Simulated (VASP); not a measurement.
Calculation: optB88-vdW, VASP's PBE PAW potentials (set 64) (plane waves; VASP).

Input for VASP

INCAR:
```
SYSTEM = MgH2
PREC = Accurate
ENCUT = 520
EDIFF = 1E-7
NELM = 100
ALGO = Normal
LREAL = .FALSE.
LASPH = .TRUE.
ISMEAR = -5
GGA = BO
PARAM1 = 0.1833333333
PARAM2 = 0.22
LUSE_VDW = .TRUE.
AGGAC = 0.0
LWAVE = .FALSE.
LCHARG = .TRUE.
LORBIT = 11
NEDOS = 601
ISIF = 2
LEFG = .TRUE.
```

File POSCAR:
```
MgH2
1
    4.4851654907     0.0000000000     0.0000000000
    0.0000000000     4.4851654907     0.0000000000
    0.0000000000     0.0000000000     2.9959975163
Mg H
2 4
Direct
  0.0000000000   0.0000000000   0.0000000000
  0.5000000000   0.5000000000   0.5000000000
  0.3043043859   0.3043043859   0.0000000000
  0.8043043859   0.1956956141   0.5000000000
  0.1956956141   0.8043043859   0.5000000000
  0.6956956141   0.6956956141   0.0000000000
```

KPOINTS:
```
Automatic mesh
0
Gamma
6 6 8
0 0 0
```

POTCAR, in this order: Mg H (PBE.64 set). Program: vasp_std.

The run wrote:

OSZICAR:
```
       N       E                     dE             d eps       ncg     rms          rms(c)
DAV:   1     0.646983945865E+01    0.64698E+01   -0.34098E+03   800   0.783E+02
DAV:   2    -0.160202962551E+02   -0.22490E+02   -0.22171E+02  1112   0.848E+01
DAV:   3    -0.168139359866E+02   -0.79364E+00   -0.79364E+00   976   0.227E+01
DAV:   4    -0.168159871550E+02   -0.20512E-02   -0.20512E-02  1144   0.116E+00
DAV:   5    -0.168159919306E+02   -0.47755E-05   -0.47755E-05  1032   0.435E-02    0.722E+00
DAV:   6    -0.156967064335E+02    0.11193E+01   -0.10004E+00   864   0.616E+00    0.364E+00
DAV:   7    -0.153261668645E+02    0.37054E+00   -0.12618E+00   880   0.733E+00    0.543E-01
DAV:   8    -0.153373325184E+02   -0.11166E-01   -0.22644E-02   848   0.126E+00    0.110E-01
DAV:   9    -0.153371582278E+02    0.17429E-03   -0.11164E-03  1096   0.265E-01    0.178E-02
DAV:  10    -0.153371778833E+02   -0.19656E-04   -0.37516E-05   880   0.605E-02    0.110E-02
DAV:  11    -0.153371781633E+02   -0.27997E-06   -0.60628E-06   936   0.153E-02    0.107E-03
DAV:  12    -0.153371782622E+02   -0.98929E-07   -0.23219E-07   896   0.417E-03
   1 F= -.15337178E+02 E0= -.15337178E+02  d E =0.000000E+00
```

### OUTCAR
```
------------------------ aborting loop because EDIFF is reached ----------------------------------------
  FORCE on cell =-STRESS in cart. coord.  units (eV):
  Direction    XX          YY          ZZ          XY          YZ          ZX
  --------------------------------------------------------------------------------------
  Total        0.0100087      0.0100087     -0.0335347      0.0000000      0.0000000      0.0000000
  in kB        0.2660657      0.2660657     -0.8914688      0.0000000      0.0000000      0.0000000
  external PRESSURE =      -0.1197791 kB  Pullay stress =       0.0000000 kB
  volume of cell :       60.27
      direct lattice vectors                 reciprocal lattice vectors
     4.485165491  0.000000000  0.000000000     0.222957214  0.000000000  0.000000000
     0.000000000  4.485165491  0.000000000     0.000000000  0.222957214  0.000000000
     0.000000000  0.000000000  2.995997516     0.000000000  0.000000000  0.333778648
 POSITION                                       TOTAL-FORCE (eV/Angst)
 -----------------------------------------------------------------------------------
      0.00000      0.00000      0.00000        -0.000000      0.000000      0.000000
      2.24258      2.24258      1.49800        -0.000000      0.000000      0.000000
      1.36486      1.36486      0.00000        -0.007779     -0.007779      0.000000
      3.60744      0.87773      1.49800        -0.007779      0.007779      0.000000
      0.87773      3.60744      1.49800         0.007779     -0.007779      0.000000
      3.12031      3.12031      0.00000         0.007779      0.007779      0.000000
 -----------------------------------------------------------------------------------
    total drift:                                0.000000      0.000000     -0.000000
  FREE ENERGIE OF THE ION-ELECTRON SYSTEM (eV)
  ---------------------------------------------------
  free  energy   TOTEN  =       -15.3371782622 eV

  energy  without entropy=      -15.3371782622  energy(sigma->0) =      -15.33717826

 total charge

# of ion       s       p       d       tot
------------------------------------------
    1        0.149   0.150   0.041   0.340
    2        0.149   0.150   0.041   0.340
    3        0.588   0.002   0.000   0.590
    4        0.588   0.002   0.000   0.590
    5        0.588   0.002   0.000   0.590
    6        0.588   0.002   0.000   0.590
--------------------------------------------------
tot          2.650   0.309   0.082   3.041

 Electric field gradients after diagonalization (V/A^2)
 (convention: |V_zz| > |V_xx| > |V_yy|)
----------------------------------------------------------------------
 ion       V_xx      V_yy      V_zz     asymmetry (V_yy - V_xx)/ V_zz
----------------------------------------------------------------------
   1      -5.344    -0.053     5.397       0.980
   2      -5.344    -0.053     5.397       0.980
   3       4.314     1.021    -5.335       0.617
   4       4.314     1.021    -5.335       0.617
   5       4.314     1.021    -5.335       0.617
   6       4.314     1.021    -5.335       0.617
```
(Selected blocks of OUTCAR.)

The compound is MgH2 in the rutile structure. It was relaxed first.
